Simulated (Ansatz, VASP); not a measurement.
## Be48H95 (V_H1) in two plane-wave programs

One calculation is typed for both programs; each brings its own data sets. How far apart do they land? The cell is taken from a series of runs on this material, whose earlier steps may have relaxed, scaled, displaced or heated it; both programs get it as it stands.

Main program and level: Ansatz 0.2.0; plane waves, with VASP 6.6.1 beside it; single point at PBEsol.

## 1. The structure

The cell holds 143 atoms: 48 Be and 95 H. Cell: a = 12.225 Å, b = 12.225 Å, c = 12.225 Å, α = 141.9°, β = 88.5°, γ = 103.9°. It derives from BeH2 (BeH2 (Ibam)). Nearest the centre at fractional (0.622, 0.447, 0.415): Be27 at 1.40 Å, Be25 at 1.47 Å, H121 at 2.08 Å, H114 at 2.11 Å, H52 at 2.32 Å, H107 at 2.36 Å, H102 at 2.40 Å, H137 at 2.47 Å.

## 2. Ansatz: single point, PBEsol

Ansatz runs on norm-conserving files, of PseudoDojo where its log says so.

With cell and atoms fixed, the geometry can't cause a difference; cores, projectors, grids and the points listed under the comparison can.

Input file input.yaml:

```yaml
crystal:
  lattice:
    - [-3.99332615, 8.75735955, 7.53777216]
    - [3.99332615, -8.75735955, 7.53777216]
    - [3.99332615, 8.75735955, -7.53777216]
  atoms:
    - { symbol: Be, position: [0.12556471558, 0.37484092806, 0.25047378741] }
    - { symbol: Be, position: [0.37648335666, 0.12620219537, 0.25140369112] }
[... 1 atom line left out ...]
    - { symbol: Be, position: [0.33486921016, 0.44235218751, 0.27647602178] }
[... 1 atom line left out ...]
    - { symbol: Be, position: [0.41910515612, 0.19434010029, 0.1103401411] }
[... 17 atom lines left out ...]
    - { symbol: Be, position: [0.41560179402, 0.19010168412, 0.60632724317] }
    - { symbol: H, position: [0.28185752057, 0.19631561701, 0.82435480097] }
[... 1 atom line left out ...]
    - { symbol: H, position: [0.37808291455, 0.05311911222, 0.58562182491] }
    - { symbol: H, position: [0.46845173129, 0.29452025584, 0.9141951074] }
    - { symbol: H, position: [0.3383484221, 0.11708793464, 0.9623918846] }
[... 11 atom lines left out ...]
    - { symbol: Be, position: [0.16572293154, 0.55718384282, 0.22340304801] }
[... 1 atom line left out ...]
    - { symbol: H, position: [0.28143389844, 0.69588410757, 0.32400661142] }
    - { symbol: H, position: [0.1292003874, 0.54223610978, 0.32455963236] }
    - { symbol: H, position: [0.37782695084, 0.55328156152, 0.08539112755] }
    - { symbol: H, position: [0.46754698095, 0.79312136109, 0.41421044983] }
    - { symbol: H, position: [0.34213090151, 0.62045804657, 0.46015099539] }
    - { symbol: H, position: [0.08998415513, 0.62914466491, 0.22122814138] }
    - { symbol: H, position: [0.16117667383, 0.88202586957, 0.03988289886] }
[... 1 atom line left out ...]
    - { symbol: H, position: [0.03110100186, 0.70658579848, 0.08455061997] }
    - { symbol: H, position: [0.11991889565, 0.94368286018, 0.41220523218] }
[... 3 atom lines left out ...]
    - { symbol: Be, position: [0.37500893443, 0.62358356802, 0.74833429379] }
[... 8 atom lines left out ...]
    - { symbol: H, position: [0.34131379131, 0.61823154921, 0.9590529668] }
[... 11 atom lines left out ...]
    - { symbol: Be, position: [0.66503307176, 0.05446773354, 0.22141176922] }
[... 5 atom lines left out ...]
    - { symbol: H, position: [0.84050965321, 0.11791409819, 0.45908084007] }
[... 3 atom lines left out ...]
    - { symbol: H, position: [0.53064466724, 0.2056810492, 0.07292836766] }
[... 9 atom lines left out ...]
    - { symbol: H, position: [0.62931452512, 0.04326130209, 0.82502194106] }
    - { symbol: H, position: [0.87880738279, 0.05380669296, 0.58573090258] }
[... 3 atom lines left out ...]
    - { symbol: H, position: [0.67061995978, 0.39694685463, 0.53356869443] }
    - { symbol: H, position: [0.90852796751, 0.3684601208, 0.77724285365] }
    - { symbol: H, position: [0.53120297611, 0.20296770443, 0.58236875875] }
    - { symbol: H, position: [0.62205660625, 0.44528032998, 0.91104824399] }
    - { symbol: H, position: [0.87185815454, 0.45865627387, 0.67608498029] }
    - { symbol: H, position: [0.71793733887, 0.3021606662, 0.6713560747] }
[... 6 atom lines left out ...]
    - { symbol: H, position: [0.78094929242, 0.69697191011, 0.32505907388] }
[... 5 atom lines left out ...]
    - { symbol: H, position: [0.65836142751, 0.87672024579, 0.03750160147] }
    - { symbol: H, position: [0.90871079619, 0.86816096192, 0.27758803855] }
[... 2 atom lines left out ...]
    - { symbol: H, position: [0.87222737506, 0.95670380272, 0.17510178338] }
[... 7 atom lines left out ...]
    - { symbol: H, position: [0.78319868425, 0.69879552964, 0.82667718215] }
    - { symbol: H, position: [0.62500015451, 0.53295672872, 0.80916706741] }
    - { symbol: H, position: [0.88220759389, 0.55663606229, 0.58855628999] }
[... 2 atom lines left out ...]
    - { symbol: H, position: [0.59303675941, 0.63450741859, 0.71930177427] }
    - { symbol: H, position: [0.65839154127, 0.88026960753, 0.54013225191] }
    - { symbol: H, position: [0.90974303966, 0.87058989036, 0.77980268594] }
    - { symbol: H, position: [0.53208656709, 0.70802228078, 0.58728367538] }
    - { symbol: H, position: [0.62160515273, 0.94833752925, 0.91616991925] }
    - { symbol: H, position: [0.87104224895, 0.95721236637, 0.67568987936] }
    - { symbol: H, position: [0.71854154894, 0.80434159692, 0.67711649465] }
  symmetry: { detect: false }
basis:
  xc_grid: 2
  ecutwfc: 820
hamiltonian:
  xc: pbesol
  pseudopotentials: { kind: nc }
kpoints:
  mp_grid: { grid: [1, 1, 1] }
magnetization:
  spin_polarized: true
  initial_magnetization: 1
  spin_locking: { lock_magnetization: hard }
scf:
  occupations: { method: fermi_dirac, width: 0.01 }
  max_iter: 120
  lower_state_search: "off"
  n_extra_bands: 56
  convergence: { dr2_threshold: "1.0e-12 eV" }
output:
  orbitals: { bands: [v30, c30], seedname: "../cc1.nc1" }
checkpoint:
  read: "../cc1.nc0.run"
  write: "../cc1.nc1.run"
  compress: false
  write_wavefunctions: false
  write_every: 100000
```

The run is started by

```bash
ansatz run input.yaml --threads 4 --pin off --max-ram 7536MiB --backend cpu --events-out ev --progress --plain --runs-dir out
```

Numbers of over 12 decimals in the logs are rounded to 6 here.

Log:

```text
Warning: basis.ecutwfc = 820 eV is below the records' recommended 1197.300995 eV, and the density's cutoff is lower with it unless basis.ecutrho_ratio is high enough to keep the records' density cutoff: compare with a run at a higher cutoff
Warning: the band count 200 (scf.n_extra_bands) hosts the net moment |M| = 1.0000 μB (N_el = 287) but caps the reachable moment at 2·n_bands − N_el = 113.0000 μB, below the 287 bands that the automatic rule leaves for it — a moment growing past the seed, or the majority channel's smearing tail, pins there with fewer empty majority states than that count leaves; raise or omit scf.n_extra_bands unless the cap is intended
Warning: checkpoint.read: the run can stay near the saved state's solution: 143 site(s) moved relative to the saved geometry (max |Δs| = 2.509e-3 fractional); the SCF starts from the saved state under `checkpoint.density_extrapolation: transplant`, in force with no word given; its orbitals are not used off its sites. A run without `checkpoint.read` takes nothing of the state. A lower free energy from it at the same positions (and U, V and field ramp, if any), with starting moments typed, shows a solution that this start missed, and an equal or higher one rules none out (checkpoint.read, Limitations, in the input reference)
scf.n_extra_bands = 56 over 144 filled bands (N_el = 287.0): the run solves 200 bands
Engine: ansatz 0.2.0, x86_64-unknown-linux-gnu
Pseudopotentials: kind: nc
Pseudopotential: Be, nc, valence charge 4, recommended cutoff 1197.300995 eV (normal), Be.nc.azcp (PseudoDojo's, or run here from an input of PseudoDojo's: the run reads no file of this project's for it)
Pseudopotential: H, nc, valence charge 1, recommended cutoff 979.609905 eV (normal), H.nc.azcp (PseudoDojo's, or run here from an input of PseudoDojo's: the run reads no file of this project's for it)
Functional definition: PBEsol
  exchange = pbesol_x
  correlation = pbesol_c
Crystal: 143 atoms, lattice volume = 1054.414 Å³
Basis set: ecut = 820 eV, 56257 PW (Γ), exchange–correlation on 240×240×240 points (8 copies of the dense FFT grid, shifted against one another)
Bands: 200, of which v1, the nominal top of the filled ones, is band 144 counted from 1 (143 counted from 0)
Symmetry: 1 space group operations
k-points: 1
Non-local potential: Be, projectors of the file, l = 0: 2, l = 1: 2
Non-local potential: H, projectors of the file, l = 0: 2, l = 1: 1
Initial density: read from a saved state, or passed on in memory by an earlier SCF of this step, an earlier step, the calling program or the single point that the run made first, carried with its atoms to this geometry
Starting moments: Σ|m| = 1 μB on 143 of 143 sites; this step starts from the density that it was given
Initial wavefunctions: pseudopotential atomic-orbital guess
Functional: x = pbesol(κ = 0.804, μ = 0.123457), c = pbesol(β = 0.046)
iter 1 solved again at ethr=2.26e-6 eV; its pass at ethr=3.10e-3 eV (dr2=6.50e-3 eV) is discarded
SCF iter   1: F=—  HF=-19611.124233 eV  |F-HF|=—  |Δ(HF+E_count)|=         —  Δρ=1.05e-3 (↑1.05e-3 ↓9.93e-4)  dr2=6.26e-3  dr2_m=3.01e-4  M=1.000 μB ∫|m|=1.068 μB  β_m=0.30  ethr=2.26e-6  ⟨swp⟩=16.0  Hψ=4259  notcnv=0  defer=5
preconditioner: auto → Resta (q_TF=auto, 2.196 Å⁻¹)  ε∞=3.8  [insulator: Δε(μ)=2.801 eV  Ē_g=9.376 eV  σ=0.010 eV  W_gap=1.00  n_scr=188 (ndim 8)  ℏωp=15.8 eV  f_vac=0.000  D(μ)=0.00/eV (n_scr^D=0)  ε∞_Penn≈3.8]
spin=Collinear: Resta preconditioning applied to the charge; magnetization (m = ρ↑ − ρ↓) channel mixes plain (no charge-response kernel on spin).
SCF iter   2: F=—  HF=-19611.124085 eV  |F-HF|=—  |Δ(HF+E_count)|=   1.48e-4  Δρ=7.40e-4 (↑7.40e-4 ↓6.95e-4)  dr2=3.17e-3  dr2_m=1.61e-4  M=1.000 μB ∫|m|=1.068 μB  β_m=0.65  ethr=2.18e-6  ⟨swp⟩=2.0  Hψ=462  notcnv=0  defer=9
SCF iter   3: F=—  HF=-19611.124105 eV  |F-HF|=—  |Δ(HF+E_count)|=   2.01e-5  Δρ=2.09e-5 (↑2.09e-5 ↓2.06e-5)  dr2=1.46e-5  dr2_m=4.16e-7  M=1.000 μB ∫|m|=1.067 μB  β_m=0.81  ethr=1.10e-6  ⟨swp⟩=2.5  Hψ=593  notcnv=0  defer=9
SCF iter   4: F=—  HF=-19611.125034 eV  |F-HF|=—  |Δ(HF+E_count)|=   9.29e-4  Δρ=5.53e-6 (↑5.53e-6 ↓5.51e-6)  dr2=1.44e-6  dr2_m=2.03e-8  M=1.000 μB ∫|m|=1.067 μB  β_m=0.91  ethr=5.08e-9  ⟨swp⟩=2.0  Hψ=538  notcnv=0  defer=9
SCF iter   5: F=—  HF=-19611.125035 eV  |F-HF|=—  |Δ(HF+E_count)|=   9.00e-7  Δρ=1.03e-6 (↑9.94e-7 ↓1.03e-6)  dr2=7.02e-8  dr2_m=7.89e-10  M=1.000 μB ∫|m|=1.067 μB  β_m=0.95  ethr=5.02e-10  ⟨swp⟩=2.5  Hψ=486  notcnv=0  defer=9
SCF iter   6: F=—  HF=-19611.125035 eV  |F-HF|=—  |Δ(HF+E_count)|=   7.13e-8  Δρ=2.05e-7 (↑2.05e-7 ↓2.05e-7)  dr2=2.32e-9  dr2_m=4.32e-11  M=1.000 μB ∫|m|=1.067 μB  β_m=0.98  ethr=2.45e-11  ⟨swp⟩=2.5  Hψ=491  notcnv=0  defer=9
[...]
Free energy (F): -19611.125035 eV
Harris-Foulkes:  -19611.125035 eV  (|F-HF|=0.00e0)
Internal energy: -19611.125035 eV  (E = F + TS)
E sigma→0 (E₀):  -19611.125035 eV
Fermi energy:    2.206995 (↑ 2.847138, ↓ 1.099527) eV
--- Per-component energies (eV) ---
  E_band       = -9919.935750
  E_kinetic    = 12749.057117
  E_local      = -12912.006032  (includes V_loc(G=0)·N_el)
  E_nonlocal   = -13504.588727
  E_hartree    = 4462.991012
  E_xc         = -3984.729772
  E_vxc        = -5178.380133  (∫ρ·V_xc dr)
  E_ewald      = -6421.848633
  E_smearing   = -0.000000  (= −TS)
  E_closure    = -0.000000  (closes the sum)
  Σ components = -19611.125035   (vs F -19611.125035, Δ=0.00e0)
--- Band table (eV) ---
  k-point 0 ↑: bands = [... 140 lower, -0.8446, -0.8308, -0.7785, 1.4424, 4.2519, 4.6182, 4.6339, 4.6401, ... 52 higher]
  k-point 0 ↓: bands = [... 140 lower, -0.8401, -0.8191, -0.7727, 2.9716, 4.2691, 4.6324, 4.6471, 4.6537, ... 52 higher]
```

Reading the cycles: dr2 is the Hartree energy of the density residual (eV), the measure of convergence; HF is the Harris–Foulkes estimate of the energy, which meets the free energy F at convergence.

## 3. VASP: single point, PBEsol

The same cell, functional, mesh and smearing now go to VASP, with its own data sets.

Lines of VASP's logs that name or quote its potential files are left out, and so is its time.

Input file INCAR:

```
SYSTEM = Be48H95
PREC = Accurate
ENCUT = 520
EDIFF = 1E-06
NELM = 200
ISMEAR = -1
SIGMA = 0.01
LREAL = Auto
ALGO = Normal
GGA = PS
NBANDS = 195
ISPIN = 2
MAGMOM = 0 -0 0 0 0 -0 0 -0 0 0 0 0 0 0 0 0 0 -0 0 0 0 0 0 0 0.04 -0 0.04 0 0 -0 0 0 0 0 0 0 0 0 -0 -0 0 0 0 0 0 0 -0 0 -0 0 0 0 -0 0 -0 0 0 -0 -0 -0 0 0 0 0 0.01 -0 -0 -0 0 0 0 -0 0 0 0 0 0 0 -0 0 0 0 0 0 0 -0 -0 0 0 0 0 0 0 -0 0 0 -0 0 -0 0 0 0 0 -0 0.01 0 0 0 0 0 0 -0 0 -0 0 0 0 -0 -0 -0 -0 0 0 0 -0 -0 0 0 -0 0 0 -0 0 0 -0 -0 0 -0 0 0 0 0 0
LORBIT = 11
LWAVE = .FALSE.
LCHARG = .FALSE.
ISIF = 2
NUPDOWN = 1
LASPH = .TRUE.
GGA_COMPAT = .FALSE.
```

Input file POSCAR:

```
Be48H95
1.0
   -3.9933261508      8.7573595481      7.5377721599
    3.9933261508     -8.7573595481      7.5377721599
    3.9933261508      8.7573595481     -7.5377721599
Be H
48 95
Direct
    0.1255647156      0.3748409281      0.2504737874
    0.3764833567      0.1262021954      0.2514036911
[... 1 atom line left out ...]
    0.3348692102      0.4423521875      0.2764760218
[... 1 atom line left out ...]
    0.4191051561      0.1943401003      0.1103401411
[... 17 atom lines left out ...]
    0.4157287971      0.6923738063      0.6081687187
    0.6216818932      0.3677001578      0.2430291943
[... 1 atom line left out ...]
    0.5828154023      0.3050617388      0.3837229075
    0.8324931611      0.4413444786      0.2780300635
    0.6650330718      0.0544677335      0.2214117692
[... 11 atom lines left out ...]
    0.6653881287      0.5575154507      0.2256827728
[... 1 atom line left out ...]
    0.6253912147      0.8757711729      0.7510856413
    0.8763174393      0.6273058834      0.7519263323
    0.5846922040      0.8084435216      0.8917822964
    0.8344350993      0.9428655178      0.7773501412
    0.6674501770      0.5590463551      0.7180192155
    0.9166309856      0.6936389100      0.6094135673
    0.2830251298      0.1969851964      0.3243531095
[... 1 atom line left out ...]
    0.3821126939      0.0557454819      0.0879663492
    0.4700510201      0.2924559076      0.4168965659
[... 3 atom lines left out ...]
    0.4127487007      0.3729020863      0.2801356693
[... 8 atom lines left out ...]
    0.3383484221      0.1170879346      0.9623918846
[... 11 atom lines left out ...]
    0.3421309015      0.6204580466      0.4601509954
[... 5 atom lines left out ...]
    0.3709299446      0.9569705541      0.1752416325
[... 3 atom lines left out ...]
    0.3779144810      0.5528460992      0.5842599448
[... 9 atom lines left out ...]
    0.7811564115      0.1930756828      0.3229239269
    0.6268725807      0.0399309555      0.3223542932
[... 3 atom lines left out ...]
    0.5912695894      0.1262896470      0.2150597105
    0.6591476525      0.3822839096      0.0408395680
    0.9097097306      0.3701631955      0.2793116238
    0.5306446672      0.2056810492      0.0729283677
    0.8673755657      0.4556312385      0.1755947850
    0.7175894707      0.3003613997      0.1801551322
[... 6 atom lines left out ...]
    0.6706199598      0.3969468546      0.5335686944
[... 5 atom lines left out ...]
    0.7809492924      0.6969719101      0.3250590739
    0.6320084053      0.5441728633      0.3303838061
[... 2 atom lines left out ...]
    0.8400634400      0.6193227170      0.4618858753
[... 7 atom lines left out ...]
    0.7831986842      0.6987955296      0.8266771821
    0.6250001545      0.5329567287      0.8091670674
    0.8822075939      0.5566360623      0.5885562900
[... 2 atom lines left out ...]
    0.5930367594      0.6345074186      0.7193017743
    0.6583915413      0.8802696075      0.5401322519
    0.9097430397      0.8705898904      0.7798026859
    0.5320865671      0.7080222808      0.5872836754
    0.6216051527      0.9483375293      0.9161699193
    0.8710422489      0.9572123664      0.6756898794
    0.7185415489      0.8043415969      0.6771164947
```

Input file KPOINTS:

```
Automatic mesh
0
Gamma
1 1 1
0 0 0
```

Potentials, in the order of the species: Be and H (PBE family, release 64).

The run is started by

```bash
export OMP_NUM_THREADS=3
mpirun -np 1 vasp_gam
```

Log:

```text
[banner, memory and clock lines left out]
running    1 mpi-ranks, on    1 nodes
[...]
Offloading initialized ...    1 GPUs detected
[...]
|                                                                             |
|               ----> ADVICE to this user running VASP <----                  |
|                                                                             |
|     You enforced a specific xc type in the INCAR file but a different       |
|     [... a line on the potential file left out ...]
|     I HOPE YOU KNOW WHAT YOU ARE DOING!                                     |
|                                                                             |

 LDA part: xc-table for (Slater+PW92), standard interpolation
 POSCAR, INCAR and KPOINTS ok, starting setup
[...]
entering main loop
       N       E                     dE             d eps       ncg     rms          rms(c)
DAV:   1     0.648943110333E+03    0.64894E+03   -0.79127E+04   780   0.856E+02
DAV:   2    -0.390303833525E+03   -0.10392E+04   -0.83286E+03  1120   0.181E+02
DAV:   3    -0.528926077820E+03   -0.13862E+03   -0.13595E+03  1000   0.570E+01
DAV:   4    -0.531785219535E+03   -0.28591E+01   -0.28515E+01   984   0.853E+00
[...]
DAV:  14    -0.505666701897E+03   -0.64104E-05   -0.41244E-06   952   0.424E-03    0.658E-03
DAV:  15    -0.505666707704E+03   -0.58074E-05   -0.44691E-06   880   0.428E-03    0.246E-03
DAV:  16    -0.505666708278E+03   -0.57373E-06   -0.11429E-06   736   0.199E-03
   1 F= -.50566671E+03 E0= -.50566671E+03  d E =-.128841E-11  mag=     1.0000
```

Parts of OUTCAR (step 3):

```text
 magnetization (x)
# of ion       s       p       d       tot
------------------------------------------
    1       -0.000   0.000   0.000   0.000
    2        0.000  -0.001   0.000  -0.001
    3        0.000  -0.000   0.000   0.000
    4        0.001   0.006   0.000   0.008
    5        0.000   0.000   0.000   0.000
    6       -0.001  -0.004   0.000  -0.005
[...]
141        0.001  -0.000   0.000   0.001
  142        0.000   0.000   0.000   0.000
  143        0.001   0.000   0.000   0.001
--------------------------------------------------
tot          0.123   0.339   0.000   0.462
```

The run ends at a pressure of 1.02 GPa, with forces up to 0.20 eV/Å.

## 4. Comparison

Known differences besides the potentials themselves: VASP starts from the moments at which Ansatz ended; the data sets hold 287 valence electrons in Ansatz (on norm-conserving files, of PseudoDojo where its log says so) and 191 in VASP; the cutoff is 820 eV in Ansatz and 520 eV in VASP (PREC = Accurate, projectors in real space); site moments are counted in spheres of each program's own size; Ansatz's log warns that its cutoff lies below the recommended one. Total energies have different zeros and are not compared.

Compared:

```
                             quantity  Ansatz  VASP  difference
total moment, fixed by the input (μB)    1.00  1.00        0.00
                  moment on Be25 (μB)    0.04  0.19       -0.14
                  moment on Be27 (μB)    0.04  0.19       -0.14
```

The total moments and the pattern agree; the site moments differ because the programs count them in spheres of different size.

## 5. Results

```yaml
difference_in_moment_on_be25_single_point_pbesol: -0.14 μB
```

In words: The difference in moment on Be25 is -0.14 μB (single point, PBEsol). The data sets hold unlike numbers of valence electrons (287 in Ansatz and 191 in VASP), so part of the differences comes from the potentials. How closely two codes agree says nothing of how well the functional describes the real material.

[Lines on the potential files, build, host, timing and source positions are cut from VASP's logs without a mark.]

[Logs are printed without paths, hosts, clocks, repeated set-up lines and the standing remarks that a program may print on its own settings, such as how far it seeks lower states.]

[Hosts, paths, dates, database ids (printed as entryN), source tags and the programs' standing remarks are cut or masked in the printed files.]
